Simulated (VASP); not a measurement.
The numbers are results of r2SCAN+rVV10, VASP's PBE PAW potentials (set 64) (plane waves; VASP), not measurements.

A VASP calculation is set up with these files.

### INCAR
```
ALGO = Normal
BPARAM = 11.95
CPARAM = 0.0093
EDIFF = 1E-7
EDIFFG = -0.01
ENCUT = 520
IBRION = 2
ISIF = 4
ISMEAR = 0
LASPH = .TRUE.
LCHARG = .FALSE.
LMAXMIX = 4
LMIXTAU = .TRUE.
LREAL = .FALSE.
LUSE_VDW = .TRUE.
LWAVE = .FALSE.
METAGGA = R2SCAN
NELM = 100
NSW = 30
PREC = Accurate
SIGMA = 0.05
SYSTEM = Se
```

File POSCAR:
```
Se
1
    2.1254304136    -3.6813534510     0.0000000000
    2.1254304136     3.6813534510     0.0000000000
    0.0000000000     0.0000000000     4.9900403868
Se
3
Direct
  0.0000000000   0.2287871050   0.6666670000
  0.7712128950   0.7712128950   0.0000000000
  0.2287871050   0.0000000000   0.3333330000
```

### KPOINTS
```
Automatic
0
G
 6 6 5
```

POTCAR, in this order: Se (PBE.64 set). Program: vasp_std.

Output

**OSZICAR**
```
       N       E                     dE             d eps       ncg     rms          rms(c)
DAV:   1     0.528176702908E+02    0.52818E+02   -0.75289E+03   702   0.118E+03
DAV:   2    -0.398623154424E+02   -0.92680E+02   -0.88699E+02   940   0.182E+02
DAV:   3    -0.460009604416E+02   -0.61386E+01   -0.60923E+01   862   0.539E+01
DAV:   4    -0.460575302970E+02   -0.56570E-01   -0.56512E-01   792   0.600E+00
DAV:   5    -0.460580187598E+02   -0.48846E-03   -0.48843E-03   882   0.538E-01    0.743E+00
DAV:   6    -0.431952107706E+02    0.28628E+01   -0.36444E-01   707   0.595E+00    0.526E+00
DAV:   7    -0.408888333899E+02    0.23064E+01   -0.14204E+00   732   0.824E+00    0.211E+00
DAV:   8    -0.421686386098E+02   -0.12798E+01   -0.38611E-01   707   0.534E+00    0.617E-01
DAV:   9    -0.423137214640E+02   -0.14508E+00   -0.17185E-01   702   0.360E+00    0.296E-01
DAV:  10    -0.424608351562E+02   -0.14711E+00   -0.95164E-02   702   0.305E+00    0.118E-01
DAV:  11    -0.424637975217E+02   -0.29624E-02   -0.18385E-03   852   0.475E-01    0.761E-02
DAV:  12    -0.424652348106E+02   -0.14373E-02   -0.80578E-04   732   0.290E-01    0.249E-02
DAV:  13    -0.424654698377E+02   -0.23503E-03   -0.71257E-04   732   0.343E-01    0.163E-02
DAV:  14    -0.424655642324E+02   -0.94395E-04   -0.25258E-05   857   0.556E-02    0.131E-02
DAV:  15    -0.424656168768E+02   -0.52644E-04   -0.11444E-05   767   0.313E-02    0.871E-03
DAV:  16    -0.424657028527E+02   -0.85976E-04   -0.62144E-05   702   0.950E-02    0.210E-03
DAV:  17    -0.424657076962E+02   -0.48436E-05   -0.22052E-06   742   0.142E-02    0.171E-03
DAV:  18    -0.424657060220E+02    0.16742E-05   -0.13865E-07   621   0.477E-03    0.146E-03
DAV:  19    -0.424657069928E+02   -0.97080E-06   -0.47260E-07   747   0.600E-03    0.444E-04
DAV:  20    -0.424657063951E+02    0.59767E-06   -0.67684E-08   506   0.296E-03    0.270E-04
DAV:  21    -0.424657066828E+02   -0.28771E-06   -0.90845E-09   401   0.877E-04    0.437E-05
DAV:  22    -0.424657066249E+02    0.57890E-07   -0.23854E-09   386   0.647E-04
   1 F= -.42465707E+02 E0= -.42465707E+02  d E =-.424657E+02
       N       E                     dE             d eps       ncg     rms          rms(c)
DAV:   1    -0.424695707724E+02   -0.38641E-02   -0.71379E-01   702   0.532E+00    0.480E-01
DAV:   2    -0.424743818122E+02   -0.48110E-02   -0.33860E-02   832   0.129E+00    0.124E-01
DAV:   3    -0.424741769751E+02    0.20484E-03   -0.61696E-04   792   0.209E-01    0.718E-02
DAV:   4    -0.424741550471E+02    0.21928E-04   -0.60418E-04   742   0.199E-01    0.229E-02
DAV:   5    -0.424740921929E+02    0.62854E-04   -0.29427E-04   712   0.168E-01    0.958E-03
DAV:   6    -0.424742464809E+02   -0.15429E-03   -0.13331E-04   712   0.108E-01    0.812E-03
DAV:   7    -0.424742486525E+02   -0.21716E-05   -0.71961E-06   807   0.264E-02    0.205E-03
DAV:   8    -0.424742513372E+02   -0.26847E-05   -0.11182E-06   747   0.113E-02    0.143E-03
DAV:   9    -0.424742503466E+02    0.99055E-06   -0.29359E-07   700   0.628E-03    0.740E-04
DAV:  10    -0.424742508936E+02   -0.54700E-06   -0.41281E-08   386   0.212E-03    0.165E-04
DAV:  11    -0.424742508824E+02    0.11231E-07   -0.63898E-09   376   0.934E-04
   2 F= -.42474251E+02 E0= -.42474251E+02  d E =-.854426E-02
       N       E                     dE             d eps       ncg     rms          rms(c)
DAV:   1    -0.424741965525E+02    0.54341E-04   -0.92581E-02   702   0.192E+00    0.173E-01
DAV:   2    -0.424748267324E+02   -0.63018E-03   -0.43919E-03   832   0.465E-01    0.431E-02
DAV:   3    -0.424747977064E+02    0.29026E-04   -0.76230E-05   792   0.740E-02    0.251E-02
DAV:   4    -0.424747953944E+02    0.23120E-05   -0.75772E-05   742   0.702E-02    0.794E-03
DAV:   5    -0.424747836151E+02    0.11779E-04   -0.36561E-05   707   0.592E-02    0.340E-03
DAV:   6    -0.424748063145E+02   -0.22699E-04   -0.16947E-05   712   0.385E-02    0.291E-03
DAV:   7    -0.424748055058E+02    0.80866E-06   -0.90038E-07   802   0.928E-03    0.745E-04
DAV:   8    -0.424748063534E+02   -0.84764E-06   -0.14371E-07   516   0.412E-03    0.440E-04
DAV:   9    -0.424748059115E+02    0.44191E-06   -0.35988E-08   366   0.207E-03    0.151E-04
DAV:  10    -0.424748061183E+02   -0.20674E-06   -0.64007E-09   366   0.752E-04    0.476E-05
DAV:  11    -0.424748060839E+02    0.34386E-07   -0.68406E-10   366   0.272E-04
   3 F= -.42474806E+02 E0= -.42474806E+02  d E =-.909946E-02
       N       E                     dE             d eps       ncg     rms          rms(c)
DAV:   1    -0.424748044740E+02    0.16443E-05   -0.52447E-04   702   0.144E-01    0.131E-02
DAV:   2    -0.424748084149E+02   -0.39409E-05   -0.24851E-05   832   0.350E-02    0.319E-03
DAV:   3    -0.424748088627E+02   -0.44789E-06   -0.42613E-07   797   0.555E-03    0.187E-03
DAV:   4    -0.424748088287E+02    0.34063E-07   -0.42170E-07   707   0.524E-03
   4 F= -.42474809E+02 E0= -.42474809E+02  d E =-.910220E-02
       N       E                     dE             d eps       ncg     rms          rms(c)
DAV:   1    -0.424751456654E+02   -0.33680E-03   -0.12666E-02   707   0.702E-01    0.627E-02
DAV:   2    -0.424750498094E+02    0.95856E-04   -0.33170E-04   827   0.132E-01    0.327E-02
DAV:   3    -0.424750607603E+02   -0.10951E-04   -0.12695E-04   737   0.973E-02    0.116E-02
DAV:   4    -0.424750617523E+02   -0.99206E-06   -0.22417E-05   717   0.484E-02    0.490E-03
DAV:   5    -0.424750610489E+02    0.70340E-06   -0.16919E-05   702   0.460E-02    0.296E-03
DAV:   6    -0.424750688824E+02   -0.78335E-05   -0.43576E-06   707   0.223E-02    0.799E-04
DAV:   7    -0.424750681226E+02    0.75979E-06   -0.12010E-06   712   0.115E-02    0.688E-04
DAV:   8    -0.424750686795E+02   -0.55688E-06   -0.19406E-07   551   0.442E-03    0.373E-04
DAV:   9    -0.424750682469E+02    0.43260E-06   -0.44113E-08   371   0.202E-03    0.203E-04
DAV:  10    -0.424750686292E+02   -0.38225E-06   -0.19408E-08   351   0.128E-03    0.104E-04
DAV:  11    -0.424750685518E+02    0.77402E-07   -0.71172E-10   351   0.272E-04
   5 F= -.42475069E+02 E0= -.42475069E+02  d E =-.259723E-03
       N       E                     dE             d eps       ncg     rms          rms(c)
DAV:   1    -0.424754599938E+02   -0.39136E-03   -0.36906E-02   707   0.120E+00    0.107E-01
DAV:   2    -0.424751885477E+02    0.27145E-03   -0.96132E-04   832   0.224E-01    0.558E-02
DAV:   3    -0.424752213973E+02   -0.32850E-04   -0.36474E-04   732   0.165E-01    0.200E-02
DAV:   4    -0.424752199765E+02    0.14208E-05   -0.70739E-05   712   0.847E-02    0.909E-03
DAV:   5    -0.424752234076E+02   -0.34311E-05   -0.49134E-05   702   0.784E-02    0.495E-03
DAV:   6    -0.424752417215E+02   -0.18314E-04   -0.13688E-05   712   0.388E-02    0.140E-03
DAV:   7    -0.424752409170E+02    0.80443E-06   -0.37121E-06   722   0.199E-02    0.126E-03
DAV:   8    -0.424752420370E+02   -0.11199E-05   -0.51984E-07   767   0.706E-03    0.663E-04
DAV:   9    -0.424752412510E+02    0.78594E-06   -0.10023E-07   491   0.338E-03    0.479E-04
DAV:  10    -0.424752419023E+02   -0.65127E-06   -0.45959E-08   371   0.199E-03    0.225E-04
DAV:  11    -0.424752417777E+02    0.12459E-06   -0.13582E-09   366   0.359E-04    0.154E-04
DAV:  12    -0.424752417990E+02   -0.21336E-07   -0.39221E-10   366   0.219E-04
   6 F= -.42475242E+02 E0= -.42475242E+02  d E =-.432970E-03
```

### OUTCAR
```
------------------------ aborting loop because EDIFF is reached ----------------------------------------
  FORCE on cell =-STRESS in cart. coord.  units (eV):
  Direction    XX          YY          ZZ          XY          YZ          ZX
  --------------------------------------------------------------------------------------
  Total        0.2986203      0.2986203      0.3004185      0.0000000      0.0000000      0.0000000
  in kB        6.1269084      6.1269083      6.1638031      0.0000000      0.0000000      0.0000000
  external PRESSURE =       6.1392066 kB  Pullay stress =       0.0000000 kB
  volume of cell :       78.09
      direct lattice vectors                 reciprocal lattice vectors
     2.112689574 -3.659285669  0.000000000     0.236665152 -0.136638690  0.000000000
     2.112689574  3.659285669 -0.000000000     0.236665152  0.136638690 -0.000000000
     0.000000000  0.000000000  5.050407998     0.000000000  0.000000000  0.198003805
 POSITION                                       TOTAL-FORCE (eV/Angst)
 -----------------------------------------------------------------------------------
      2.60411     -2.80812      3.36694         0.000706      0.001223     -0.000000
      3.24254      0.00000      0.00000        -0.001413     -0.000000     -0.000000
      2.60411      2.80812      1.68347         0.000706     -0.001223      0.000000
 -----------------------------------------------------------------------------------
    total drift:                               -0.000220     -0.000435      0.000008
  FREE ENERGIE OF THE ION-ELECTRON SYSTEM (eV)
  ---------------------------------------------------
  free  energy   TOTEN  =       -42.4752417990 eV

  energy  without entropy=      -42.4752417990  energy(sigma->0) =      -42.47524180

 reached required accuracy - stopping structural energy minimisation
```
(Selected blocks of OUTCAR.)

### CONTCAR
```
Se
   1.00000000000000
     2.1126895739142064   -3.6592856685846535    0.0000000000000000
     2.1126895739142064    3.6592856685846535   -0.0000000000000000
     0.0000000000000000    0.0000000000000000    5.0504079978744292
  Se
     3
Direct
     0.9999999999999470    0.2326040605939673    0.6666669999999968
     0.7673959394060859    0.7673959394060859    0.0000000000000000
     0.2326040605939673    0.9999999999999470    0.3333330000000032
```

### OUTCAR
```
 val. band max:        2.7387332776   @ k =  -0.1667   0.5000   0.4000

 cond. band min:       4.1410642817   @ k =   0.0000   0.0000   0.4000


 Fermi energy:         3.0318476278

 k-point     1 :       0.0000    0.0000    0.0000
  band No.  band energies     occupation
      1     -13.7234      2.00000
      2      -9.4077      2.00000
      3      -9.4077      2.00000
      4      -1.0212      2.00000
      5      -1.0039      2.00000
      6      -1.0039      2.00000
      7       0.7546      2.00000
      8       0.7546      2.00000
      9       2.3485      2.00000
     10       4.7370      0.00000
     11       4.7370      0.00000
     12       5.1915      0.00000
     13       9.6452      0.00000

 k-point     2 :       0.1667   -0.0000    0.0000
  band No.  band energies     occupation
      1     -13.5847      2.00000
      2      -9.5090      2.00000
      3      -9.3827      2.00000
      4      -1.9310      2.00000
      5      -1.4348      2.00000
      6      -0.8554      2.00000
      7       0.8497      2.00000
      8       1.2423      2.00000
      9       2.1211      2.00000
     10       4.6701      0.00000
     11       4.7686      0.00000
     12       5.4132      0.00000
     13       9.3834      0.00000

 k-point     3 :       0.3333   -0.0000    0.0000
  band No.  band energies     occupation
      1     -13.2611      2.00000
      2      -9.7970      2.00000
      3      -9.3300      2.00000
      4      -2.5793      2.00000
      5      -1.9540      2.00000
      6      -1.0097      2.00000
      7       0.3778      2.00000
      8       1.1087      2.00000
      9       1.8232      2.00000
     10       4.8033      0.00000
     11       5.0878      0.00000
     12       6.4363      0.00000
     13       8.5213      0.00000

 k-point     4 :       0.5000   -0.0000    0.0000
  band No.  band energies     occupation
      1     -13.0649      2.00000
      2      -9.9955      2.00000
      3      -9.3023      2.00000
...
```

The compound is Se in the trig structure. This cell is one point of a volume scan, at 0.97 of the reference volume. Symmetry was kept, so distortions that lower it aren't found.
